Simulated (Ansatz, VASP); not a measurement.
# BN: VASP beside Ansatz

Aim: how closely do two programs agree when they are given the same cell, functional and k mesh? The cell is taken from a series of runs on this material, whose earlier steps may have relaxed, scaled, displaced or heated it; both programs get it as it stands.

Program: Ansatz 0.2.0. Level of theory: plane waves, with VASP 6.6.1 beside it; zone-centre phonons at LDA. Results are calculated unless marked as measured.

## (1) Starting point

The structure is cubic, space group F-43m (No. 216). The conventional cell has a = 3.580 Å, b = 3.580 Å, c = 3.580 Å, α = 90.00°, β = 90.00°, γ = 90.00°. Nearest to B lie 4 N at 1.55 Å. Nearest to N lie 4 B at 1.55 Å. Farther neighbours and most contacts between anions are not listed.

## (2) VASP: zone-centre phonons, LDA

Second derivatives magnify differences that forces hide, and they need a tight electronic threshold.

Lines of VASP's logs that name or quote its potential files are left out, and so is its time.

INCAR

```
SYSTEM = BN
PREC = Accurate
ENCUT = 600
EDIFF = 1E-08
NELM = 120
ISMEAR = -1
SIGMA = 0.03
LREAL = .FALSE.
ALGO = Normal
GGA = PW92
NELECT = 7.998853
NBANDS = 9
LORBIT = 11
LWAVE = .FALSE.
LCHARG = .FALSE.
ISIF = 2
IBRION = 8
LASPH = .TRUE.
GGA_COMPAT = .FALSE.
KPAR = 2
```

POSCAR

```
BN
1.0
    0.0000000000      1.7899253158      1.7899253158
    1.7899253158      0.0000000000      1.7899253158
    1.7899253158      1.7899253158      0.0000000000
B N
1 1
Direct
    0.0000000000      0.0000000000      0.0000000000
    0.2500000000      0.2500000000      0.2500000000
```

KPOINTS

```
Automatic mesh
0
Gamma
36 36 36
0 0 0
```

PAW data sets: B and N (LDA family, release 64).

Started as:

```
mpirun -np 2 vasp_std
```

Numbers of over 12 decimals in the logs are rounded to 6 here.

The program printed:

```text
[banner, memory and clock lines left out]
running    2 mpi-ranks, on    1 nodes
 distrk:  each k-point on    1 cores,    2 groups
 distr:  one band on    1 cores,    1 groups

 POSCAR found type information on POSCAR B N
 POSCAR found :  2 types and       2 ions
|                                                                             |
|               ----> ADVICE to this user running VASP <----                  |
|                                                                             |
|     You enforced a specific xc type in the INCAR file but a different       |
|     [... a line on the potential file left out ...]
|     I HOPE YOU KNOW WHAT YOU ARE DOING!                                     |
|                                                                             |

 LDA part: xc-table for (Slater(with rela. corr.)+PW92), standard interpolation
 POSCAR, INCAR and KPOINTS ok, starting setup
 FFT: planning ... GRIDC
 FFT: planning ... GRID_SOFT
 FFT: planning ... GRID
 WAVECAR not read
 entering main loop
       N       E                     dE             d eps       ncg     rms          rms(c)
DAV:   1     0.102122353458E+02    0.10212E+02   -0.48256E+03 23073   0.850E+02
DAV:   2    -0.202360579392E+02   -0.30448E+02   -0.29413E+02 28205   0.171E+02
DAV:   3    -0.206337871110E+02   -0.39773E+00   -0.39692E+00 25285   0.185E+01
DAV:   4    -0.206343378743E+02   -0.55076E-03   -0.55073E-03 24258   0.748E-01
DAV:   5    -0.206343383918E+02   -0.51754E-06   -0.51724E-06 24531   0.236E-02BRMIX: very serious problems
 the old and the new charge density differ
 old charge density:     8.00000 new    7.99885
BRMIX: very serious problems
 the old and the new charge density differ
 old charge density:     8.00000 new    7.99885
    0.666E+00
DAV:   6    -0.195986763916E+02    0.10357E+01   -0.34055E+00 22858   0.126E+01    0.316E+00
DAV:   7    -0.194795283612E+02    0.11915E+00   -0.10678E-01 23264   0.300E+00    0.179E+00
DAV:   8    -0.194470525221E+02    0.32476E-01   -0.56931E-02 23008   0.177E+00    0.188E-01
DAV:   9    -0.194468925532E+02    0.15997E-03   -0.81879E-04 23201   0.282E-01    0.818E-02
DAV:  10    -0.194468759447E+02    0.16609E-04   -0.46618E-05 23446   0.746E-02    0.131E-02
DAV:  11    -0.194468764515E+02   -0.50679E-06   -0.22422E-06 23948   0.116E-02    0.569E-03
DAV:  12    -0.194468763339E+02    0.11755E-06   -0.69031E-07 23301   0.565E-03    0.264E-04
DAV:  13    -0.194468763356E+02   -0.16483E-08   -0.11545E-08 11949   0.122E-03
   1 F= -.19446876E+02 E0= -.19446831E+02  d E =-.901834E-04
 Linear response reoptimize wavefunctions to high precision
DAV:   1    -0.194468763356E+02    0.33651E-10   -0.28727E-10 13506   0.232E-04
 Linear response DOF=           2
 Linear response progress:
  Degree of freedom:   1/  2
       N       E                     dE             d eps       ncg     rms          rms(c)
RMM:   1    -0.418480674827E-01   -0.41848E-01   -0.23948E-02293234   0.151E+00
RMM:   2    -0.365356697670E-01    0.53124E-02   -0.10104E-03177000   0.273E-01    0.155E-01
RMM:   3    -0.364675897576E-01    0.68080E-04   -0.15975E-04178314   0.947E-02    0.866E-02
RMM:   4    -0.367923225270E-01   -0.32473E-03   -0.18924E-04175768   0.107E-01    0.781E-03
RMM:   5    -0.367819446366E-01    0.10378E-04   -0.56313E-06180654   0.879E-03    0.114E-03
RMM:   6    -0.367794608190E-01    0.24838E-05   -0.44654E-07180718   0.628E-04    0.449E-04
RMM:   7    -0.367769872518E-01    0.24736E-05   -0.66840E-08182948   0.474E-04    0.457E-05
RMM:   8    -0.367771070417E-01   -0.11979E-06   -0.10471E-07186320   0.436E-05    0.130E-05
RMM:   9    -0.367770397164E-01    0.67325E-07   -0.15934E-07191304   0.224E-05    0.989E-07
RMM:  10    -0.367770425418E-01   -0.28253E-08   -0.17708E-07125694   0.119E-05    0.419E-07
RMM:  11    -0.367770427267E-01   -0.18492E-09   -0.17401E-07109374   0.118E-05    0.166E-08
 first order change of Fermi-energy   0.17011E-04
 force on displaced ion       1 direction 1 : -24.610  -0.000  -0.000
 Linear response progress:
  Degree of freedom:   2/  2
       N       E                     dE             d eps       ncg     rms          rms(c)
RMM:   1    -0.230415633242E+00   -0.23042E+00    0.10068E-01236802   0.370E+00
RMM:   2    -0.224188025150E+00    0.62276E-02   -0.21653E-03176591   0.500E-01    0.233E-01
RMM:   3    -0.225184665074E+00   -0.99664E-03   -0.44894E-04160305   0.186E-01    0.126E-01
RMM:   4    -0.227269284019E+00   -0.20846E-02   -0.43243E-04156937   0.181E-01    0.234E-02
RMM:   5    -0.227327590113E+00   -0.58306E-04   -0.69657E-06179830   0.272E-02    0.961E-04
RMM:   6    -0.227336950238E+00   -0.93601E-05    0.29447E-08177170   0.151E-03    0.416E-04
RMM:   7    -0.227334726571E+00    0.22237E-05    0.80773E-08182889   0.483E-04    0.480E-05
RMM:   8    -0.227334718600E+00    0.79707E-08    0.83261E-08178994   0.545E-05    0.222E-05
 first order change of Fermi-energy   0.13976E-03
 force on displaced ion       2 direction 1 : -24.602  -0.000  -0.000
 Linear response finished
```

OUTCAR, selected parts (step 2):

```text
NELECT = 7.998853

 ion  position               nearest neighbor table
   1  0.000  0.000  0.000-   2 1.55   2 1.55   2 1.55   2 1.55
   2  0.250  0.250  0.250-   1 1.55   1 1.55   1 1.55   1 1.55

  LATTYP: Found a face centered cubic cell.
 ALAT       =     3.5798506316

 Subroutine GETGRP returns: Found 24 space group operations
 (whereof 24 operations were pure point group operations)

The static configuration has the point symmetry T_d .

 Found   1240 irreducible k-points:

   k-points           NKPTS =   1240   k-points in BZ     NKDIM =   1240   number of bands    NBANDS=      9

   dimension x,y,z NGX =    20 NGY =   20 NGZ =   20
   dimension x,y,z NGXF=    40 NGYF=   40 NGZF=   40

   ENCUT  =  600.0 eV  44.10 Ry    6.64 a.u.   5.06  5.06  5.06*2*pi/ulx,y,z

 k-points in reciprocal lattice and weights: Automatic mesh
   0.00000000  0.00000000  0.00000000       0.000
   0.02777778  0.00000000  0.00000000       0.000
   0.05555556  0.00000000  0.00000000       0.000
   0.08333333  0.00000000  0.00000000       0.000
   0.11111111  0.00000000  0.00000000       0.000
   0.13888889  0.00000000  0.00000000       0.000
   0.16666667  0.00000000  0.00000000       0.000
   0.19444444  0.00000000  0.00000000       0.000
   0.22222222  0.00000000  0.00000000       0.000
[...]
-0.27777778  0.50000000  0.22222222       0.000
  -0.25000000  0.50000000  0.25000000       0.000

 average (electrostatic) potential at core
       1 -29.1701       2 -59.7761

  Total        0.0131572      0.0131572      0.0131572     -0.0000000     -0.0000000     -0.0000000
  in kB        1.8379733      1.8379733      1.8379733     -0.0000000     -0.0000000     -0.0000000
  external PRESSURE =       1.8379733 kB  Pullay stress =       0.0000000 kB

  energy-cutoff  :      600.00
  volume of cell :       11.47
      direct lattice vectors                 reciprocal lattice vectors
     0.000000000  1.789925316  1.789925316    -0.279341264  0.279341264  0.279341264
     1.789925316  0.000000000  1.789925316     0.279341264 -0.279341264  0.279341264
     1.789925316  1.789925316  0.000000000     0.279341264  0.279341264 -0.279341264

 POSITION                                       TOTAL-FORCE (eV/Angst)
 -----------------------------------------------------------------------------------
      0.00000      0.00000      0.00000        -0.000000     -0.000000     -0.000000
      0.89496      0.89496      0.89496         0.000000      0.000000      0.000000
 -----------------------------------------------------------------------------------
    total drift:                               -0.000000     -0.000000     -0.000000

 Eigenvectors and eigenvalues of the dynamical matrix
 ----------------------------------------------------

   1 f  =   31.397590 THz   197.276875 2PiTHz 1047.310866 cm-1   129.849940 meV
             X         Y         Z           dx          dy          dz
      0.000000  0.000000  0.000000     0.751241   -0.000000    0.000000
      0.894963  0.894963  0.894963    -0.660029    0.000000    0.000000

   2 f  =   31.397590 THz   197.276875 2PiTHz 1047.310866 cm-1   129.849940 meV
             X         Y         Z           dx          dy          dz
      0.000000  0.000000  0.000000    -0.000000   -0.751241    0.000000
      0.894963  0.894963  0.894963     0.000000    0.660029    0.000000

   3 f  =   31.397590 THz   197.276875 2PiTHz 1047.310866 cm-1   129.849940 meV
             X         Y         Z           dx          dy          dz
      0.000000  0.000000  0.000000     0.000000    0.000000    0.751241
      0.894963  0.894963  0.894963     0.000000    0.000000   -0.660029

   4 f/i=    0.002498 THz     0.015695 2PiTHz    0.083324 cm-1     0.010331 meV
             X         Y         Z           dx          dy          dz
      0.000000  0.000000  0.000000    -0.530846   -0.392225    0.000000
      0.894963  0.894963  0.894963    -0.604205   -0.446428    0.000000

   5 f/i=    0.002498 THz     0.015695 2PiTHz    0.083324 cm-1     0.010331 meV
             X         Y         Z           dx          dy          dz
      0.000000  0.000000  0.000000     0.000000    0.000000   -0.660029
      0.894963  0.894963  0.894963     0.000000    0.000000   -0.751241

   6 f/i=    0.002498 THz     0.015695 2PiTHz    0.083324 cm-1     0.010331 meV
             X         Y         Z           dx          dy          dz
      0.000000  0.000000  0.000000    -0.392225    0.530846    0.000000
      0.894963  0.894963  0.894963    -0.446428    0.604205    0.000000

 ELASTIC MODULI CONTR FROM IONIC RELAXATION (kBar)
 Direction    XX          YY          ZZ          XY          YZ          ZX
 --------------------------------------------------------------------------------
 XX          -0.0000     -0.0000     -0.0000     -0.0000     -0.0000      0.0000
 YY          -0.0000     -0.0000     -0.0000     -0.0000     -0.0000     -0.0000
 ZZ          -0.0000     -0.0000     -0.0000     -0.0000     -0.0000      0.0000
 XY          -0.0000     -0.0000     -0.0000    -51.7426     -0.0000      0.0000
 YZ          -0.0000     -0.0000     -0.0000     -0.0000    -51.7426     -0.0000
 ZX           0.0000     -0.0000      0.0000      0.0000     -0.0000    -51.7426
 --------------------------------------------------------------------------------
```

## (3) Ansatz: zone-centre phonons, LDA

Ansatz runs on its PAW soft_1 files.

The same cell, functional (in two slightly different forms), mesh and smearing now go to Ansatz, which takes its cutoff from its data sets.

input.yaml

```yaml
crystal:
  lattice:
    - [0.0, 1.7899253158, 1.7899253158]
    - [1.7899253158, 0.0, 1.7899253158]
    - [1.7899253158, 1.7899253158, 0.0]
  atoms:
    - { symbol: B, position: [0.0, 0.0, 0.0] }
    - { symbol: "N", position: [0.25, 0.25, 0.25] }
total_charge: 0.001147
kpoints:
  mp_grid: { grid: [36, 36, 36] }
hamiltonian:
  xc: lda
  pseudopotentials: { kind: paw, azcp: { folder: soft_1 }, xc_functional: pbe }
scf:
  occupations: { method: fermi_dirac, width: 0.03 }
output:
  eigenvalues: true
phonons:
  method: dfpt
```

Started as:

```
ansatz run input.yaml --threads 8 --pin off --max-ram 16384MiB --backend cpu --events-out ev --progress --plain --runs-dir out
```

The program printed:

```text
zone centre: on kpoints.mp_grid the ground state, and the responses unless they are solved on pairs of k-points, stand on 3349 of the mesh's 46656 k-points, reduced under 8 symmetry operations, with k and −k counted as one. Each operation leaves every solved displacement unchanged or reverses it
Engine: ansatz 0.2.0, x86_64-unknown-linux-gnu
Pseudopotentials: kind: paw
Pseudopotential: B, paw, valence charge 3, recommended cutoff 420 eV (normal), soft_1/B.paw.azcp
Pseudopotential: N, paw, valence charge 5, recommended cutoff 420 eV (normal), soft_1/N.paw.azcp
Functional definition: SPW92
  exchange = slater_x
  correlation = pw_c
Crystal: 2 atoms, lattice volume = 11.469 Å³
Basis set: ecut = 420 eV, 229 PW (Γ), exchange–correlation on 36×36×36 points (8 copies of the dense FFT grid, shifted against one another)
Bands: 8, of which v1, the nominal top of the filled ones, is band 4 counted from 1 (3 counted from 0)
Symmetry: 24 space group operations
k-points: 3349 of 46656 (irreducible under 8 space group operations, time reversal used)
Non-local potential: B, projectors of the file, l = 0: 2, l = 1: 2, l = 2: 1
Non-local potential: N, projectors of the file, l = 0: 2, l = 1: 2, l = 2: 1
PAW form: soft (Blöchl's): semilocal exchange-correlation on the pseudo side does not see the compensation charge
PAW frozen core: B, regenerated for the run's functional, and the local potential with it (the file was generated under x = pbe(κ = 0.804, μ = 0.219515), c = pbe(β = 0.066725))
PAW frozen core: N, regenerated for the run's functional, and the local potential with it (the file was generated under x = pbe(κ = 0.804, μ = 0.219515), c = pbe(β = 0.066725))
PAW one-centre angular grid: B, 110 points (default); XC on 64 Gauss nodes
PAW one-centre angular grid: N, 110 points (default); XC on 64 Gauss nodes
Initial density: superposition of atomic densities (chi_scale 0.1, normalization cell, long waves kept (reshape's long-wave potential 0.00 eV rms))
Initial wavefunctions: pseudopotential atomic-orbital guess
Functional: x = slater, c = lda
SCF iter   1: F=—  HF=-527.263650 eV  |F-HF|=—  |Δ(HF+E_count)|=         —  Δρ=1.50e-1  dr2=2.05e0  ethr=3.10e-3  ⟨swp⟩=4.7  Hψ=172298  notcnv=0
preconditioner: auto → none  [metal: Δε(μ)=0.018 eV  Ē_g=20.658 eV  σ=0.030 eV  W_gap=0.15  n_scr=0 (ndim 8)  ℏωp=31.0 eV  f_vac=0.000  D(μ)=0.03/eV (n_scr^D=0)]
SCF iter   2: F=—  HF=-526.568416 eV  |F-HF|=—  |Δ(HF+E_count)|=   6.95e-1  Δρ=6.47e-2  dr2=2.67e-1  ethr=3.10e-3  ⟨swp⟩=2.0  Hψ=79494  notcnv=0
SCF iter   3: F=—  HF=-526.494038 eV  |F-HF|=—  |Δ(HF+E_count)|=   7.44e-2  Δρ=2.18e-2  dr2=3.34e-2  ethr=3.10e-3  ⟨swp⟩=3.0  Hψ=52735  notcnv=0
SCF iter   4: F=—  HF=-526.484285 eV  |F-HF|=—  |Δ(HF+E_count)|=   9.75e-3  Δρ=2.91e-3  dr2=3.27e-4  ethr=4.18e-4  ⟨swp⟩=3.0  Hψ=53546  notcnv=0
SCF iter   5: F=—  HF=-526.484266 eV  |F-HF|=—  |Δ(HF+E_count)|=   1.89e-5  Δρ=1.62e-4  dr2=1.28e-6  ethr=4.09e-6  ⟨swp⟩=2.0  Hψ=35932  notcnv=0
SCF iter   6: F=—  HF=-526.484266 eV  |F-HF|=—  |Δ(HF+E_count)|=   2.24e-8  Δρ=1.47e-5  dr2=5.32e-9  ethr=1.60e-8  ⟨swp⟩=2.5  Hψ=40572  notcnv=0
SCF iter   7: F=—  HF=-526.484266 eV  |F-HF|=—  |Δ(HF+E_count)|=  4.14e-11  Δρ=7.57e-7  dr2=3.30e-11  ethr=6.65e-11  ⟨swp⟩=2.0  Hψ=37913  notcnv=0
SCF iter   8: F=-526.484266 eV  HF=-526.484266 eV  |F-HF|=0.00e0  |Δ(HF+E_count)|=  6.82e-12  Δρ=9.02e-8  dr2=3.76e-13  ethr=1.00e-12  ⟨swp⟩=5.0  Hψ=89386  notcnv=0
SCF 1 converged in 8 iterations: F = -526.484266 eV  dr2 = 3.76e-13
  greatest PAW one-centre occupation: 0.784 electrons in one spin orbital (limit 2), on the N atom at site 1 (counted from 0), in its partial waves of l = 0
DFPT response loops at Γ: preconditioner auto → Kerker (q_TF=auto, 2.569 Å⁻¹) (partly filled bands, converged f_vac=0.000); β = 1.00, the filter's whole step (`scf.mixing.beta` (0.50) is not read by the response loops under this deck's `scf.mixing.preconditioner`; to damp them name `kerker` or `kerker_dos`, under which they read `scf.mixing.beta`, and type it under 1.00, their step now; both keys bind the ground state too); Broyden in place of MSR1
SCF converged after 8 iterations
Free energy (F): -526.484266 eV
Harris-Foulkes:  -526.484266 eV  (|F-HF|=0.00e0)
Internal energy: -526.484176 eV  (E = F + TS)
E sigma→0 (E₀):  -526.484221 eV
Entropy (-TS):   -0.000090 eV (-0.045 meV/atom)
Fermi energy:    11.378402 eV
--- Per-component energies (eV) ---
  E_band       = 27.313071
  E_kinetic    = 184.920765
  E_local      = -157.029819  (includes V_loc(G=0)·N_el)
  E_nonlocal   = 44.151507
  E_hartree    = 47.756683
  E_xc         = -92.778837
  E_vxc        = -115.186752  (∫ρ·V_xc dr)
  E_paw        = -191.727763  (= ΣΔE_a)
  E_vpaw       = -25.056912  (= ΣTr[D̂ρ^β])
  E_aug_tail   = 0.000921  (compensation charges beyond the density's cutoff)
  E_ewald      = -361.903510
  E_core_change = 0.125878  (= ΣΔE_core)
  E_smearing   = -0.000090  (= −TS)
  E_closure    = -0.000000  (closes the sum)
  E_deformation_potential = 0.024548  (in the stress; not in F)
  Σ components = -526.484266   (vs F -526.484266, Δ=0.00e0)
--- Band table (eV; the first three rows and the last of 3349) ---
  k-point 0: bands = ["-9.0234", "11.3879", "11.3879", "11.3879", "20.2175", "20.2175", "20.2175", "22.2775"]
  k-point 1: bands = ["-9.0040", "11.2758", "11.3653", "11.3653", "20.2507", "20.2507", "20.2540", "22.3367"]
  k-point 2: bands = ["-8.9460", "10.9577", "11.3013", "11.3013", "20.3478", "20.3478", "20.3518", "22.5122"]
  k-point 3348: bands = ["-2.8277", "3.7568", "4.1421", "4.6198", "20.9554", "24.9584", "25.8193", "26.5038"]
--- Phonons (Γ-DFPT): 2 representative perturbations + reference, on 3349 of 46656 k-points (Σ response iterations 6) ---
  k mesh reduced under 8 symmetry operations, with k and −k counted as one. Each operation leaves every solved displacement unchanged or reverses it
  ASR residual: 8.750e-6 → 0.000e0 eV/Å²; symmetrization residual: 6.029e-8 eV/Å²
  ASR residual per site (eV/Å²): 8.75e-6 4.16e-6
  Γ frequencies (cm⁻¹): 0.00 0.00 0.00 1039.17 1039.17 1039.17
  non-analytic LO–TO correction: not included (Born effective charges unavailable; polar crystals: no LO–TO splitting at Γ)
```

## (4) Differences

Known differences besides the potentials themselves: the cutoff is 420 eV in Ansatz and 600 eV in VASP; VASP's log shows a relativistic correction to its local exchange, Ansatz's none. Total energies have different zeros and are not compared.

Compared:

| quantity | Ansatz | VASP | difference |
| --- | --- | --- | --- |
| optical mode 1 to 3 (cm⁻¹) | 1039.2 | 1047.3 | -0.78 % |

Modes are paired by rising frequency, not by their patterns, so a pair may set unlike modes beside each other; they are those without the splitting of longitudinal modes. The cell carries a charge of +0.001147 e against a uniform background, so its pressure also hangs on how the neutralising background is counted, and in a defect's cell a gap may be the spacing between its levels.

## (5) Results

| Item | Value |
| --- | --- |
| r.m.s. difference of the optical zone-centre modes, each program's sorted by frequency (zone-centre phonons, LDA) | 8.1 cm⁻¹ |
| difference in optical mode 1 to 3 (zone-centre phonons, LDA) | -0.8 % |

In words: The r.m.s. difference of the optical zone-centre modes, each program's sorted by frequency is 8.1 cm⁻¹ (zone-centre phonons, LDA). Among the rows given in per cent, the largest difference of the zone-centre phonons, LDA pair is in optical mode 1 to 3, -0.8 %. How closely two codes agree says nothing of how well the functional describes the real material.

[Lines on the potential files, build, host, timing and source positions are cut from VASP's logs without a mark.]

[Logs are printed without paths, hosts, clocks, repeated set-up lines and the standing remarks that a program may print on its own settings, such as how far it seeks lower states.]

[Hosts, paths, dates, database ids (printed as entryN), source tags and the programs' standing remarks are cut or masked in the printed files.]
